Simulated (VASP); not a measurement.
Input:

```yaml
crystal:
  lattice:
    - [0.00000, 2.70665, 2.70665]
    - [2.70665, 0.00000, 2.70665]
    - [2.70665, 2.70665, 0.00000]
  atoms:
    - { symbol: Si, position: [0.00000, 0.00000, 0.00000] }
    - { symbol: Si, position: [0.25000, 0.25000, 0.25000] }
```

Method: HSE06 screened hybrid, VASP's PBE PAW potentials (set 64) (plane waves; VASP). Numerical set-up: 520 eV cut-off, 6×6×6 Γ-centred mesh, Gaussian smearing of 0.050 eV, potentials Si.

Question: Give the stress tensor in GPa (positive for a compressed cell).

Answer: 
```
1.18  0.00  0.00
0.00  1.18  0.00
0.00  0.00  1.18
```
The pressure is its mean diagonal, 1.18 GPa.

The compound is Si in the diamond structure. This cell is one point of a volume scan, at 0.97 of the reference volume. The cell's shape comes from a PBE relaxation.
